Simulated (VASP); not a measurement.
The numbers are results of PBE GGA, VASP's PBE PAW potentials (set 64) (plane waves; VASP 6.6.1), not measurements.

The input files of a VASP run:

POSCAR:
```
Be4S3Se
1
    4.9556080775     0.0000000000     0.0000000000
    0.0000000000     4.9556080775     0.0000000000
    0.0000000000     0.0000000000     4.9556080775
Be Se S
4 1 3
Direct
  0.9931729846   0.9931729846   0.9931729846
  0.5068270154   0.5068270154   0.9931729846
  0.5068270154   0.9931729846   0.5068270154
  0.9931729846   0.5068270154   0.5068270154
  0.2500000000   0.2500000000   0.2500000000
  0.7500000000   0.7500000000   0.2500000000
  0.7500000000   0.2500000000   0.7500000000
  0.2500000000   0.7500000000   0.7500000000
```

INCAR:
```
ALGO=Normal
EDIFF=1E-6
ENCUT=400
GGA=PE
ICHARG=11
ISMEAR=0
LASPH=.TRUE.
LCHARG=.FALSE.
LMAXMIX=4
LREAL=.FALSE.
LWAVE=.FALSE.
NELM=100
PREC=Accurate
SIGMA=0.05
SYSTEM=Be4S3Se
```

KPOINTS:
```
k-points along high-symmetry lines
15
Line-mode
Reciprocal
  0.000000   0.000000   0.000000 ! GAMMA
  0.000000   0.500000   0.000000 ! X

  0.000000   0.500000   0.000000 ! X
  0.500000   0.500000   0.000000 ! M

  0.500000   0.500000   0.000000 ! M
  0.000000   0.000000   0.000000 ! GAMMA

  0.000000   0.000000   0.000000 ! GAMMA
  0.500000   0.500000   0.500000 ! R

  0.500000   0.500000   0.500000 ! R
  0.000000   0.500000   0.000000 ! X

  0.500000   0.500000   0.500000 ! R
  0.500000   0.500000   0.000000 ! M
```

POTCAR, in this order: Be Se S (PBE.64 set). Program: vasp_std. Read from the step before: CHGCAR.

What VASP printed:

### OSZICAR
```
       N       E                     dE             d eps       ncg     rms          rms(c)
DAV:   1     0.123838325682E+03    0.12384E+03   -0.11774E+04  3780   0.107E+03
DAV:   2    -0.275040025867E+02   -0.15134E+03   -0.14418E+03  5498   0.201E+02
DAV:   3    -0.373703435779E+02   -0.98663E+01   -0.97871E+01  4786   0.566E+01
DAV:   4    -0.375506400176E+02   -0.18030E+00   -0.17996E+00  4945   0.915E+00
DAV:   5    -0.375545318088E+02   -0.38918E-02   -0.38903E-02  4682   0.125E+00
DAV:   6    -0.375546481533E+02   -0.11634E-03   -0.11633E-03  5021   0.207E-01
DAV:   7    -0.375546515927E+02   -0.34394E-05   -0.34390E-05  4501   0.307E-02
DAV:   8    -0.375546517177E+02   -0.12504E-06   -0.12498E-06  3382   0.577E-03
   1 F= -.37554652E+02 E0= -.37554652E+02  d E =-.125086E-10
```

**OUTCAR**
```
 val. band max:        3.8127283484   @ k =   0.0000   0.0000   0.0000

 cond. band min:       6.4763998626   @ k =   0.0000   0.0000   0.0000



 k-point     1 :       0.0000    0.0000    0.0000
  band No.  band energies     occupation
      1      -9.8336      2.00000
      2      -7.8946      2.00000
      3      -7.8946      2.00000
      4      -7.7284      2.00000
      5      -1.1924      2.00000
      6      -1.1924      2.00000
      7      -1.1924      2.00000
      8       1.0622      2.00000
      9       1.0622      2.00000
     10       1.0622      2.00000
     11       1.2563      2.00000
     12       1.2563      2.00000
     13       1.2563      2.00000
     14       3.8127      2.00000
     15       3.8127      2.00000
     16       3.8127      2.00000
     17       6.4764      0.00000
     18       6.9228      0.00000
     19       6.9228      0.00000
     20       8.4845      0.00000
     21       8.4845      0.00000

 k-point     2 :       0.0000    0.0357    0.0000
  band No.  band energies     occupation
      1      -9.8290      2.00000
      2      -7.9003      2.00000
      3      -7.8940      2.00000
      4      -7.7312      2.00000
      5      -1.1876      2.00000
      6      -1.1876      2.00000
      7      -1.1779      2.00000
      8       1.0533      2.00000
      9       1.0590      2.00000
     10       1.0590      2.00000
     11       1.2453      2.00000
     12       1.2535      2.00000
     13       1.2535      2.00000
     14       3.7871      2.00000
     15       3.7986      2.00000
     16       3.7986      2.00000
     17       6.4986      0.00000
     18       6.9387      0.00000
     19       6.9486      0.00000
     20       8.4933      0.00000
     21       8.5068      0.00000

 k-point     3 :       0.0000    0.0714    0.0000
  band No.  band energies     occupation
      1      -9.8152      2.00000
      2      -7.9189      2.00000
      3      -7.8925      2.00000
      4      -7.7382      2.00000
...
```

The density is held fixed in this step, so its total energy and stress have no physical meaning.

The structure was generated: Be4S3Se was put into an ordered model structure (P-43m), which need not be its known phase. It was relaxed first.
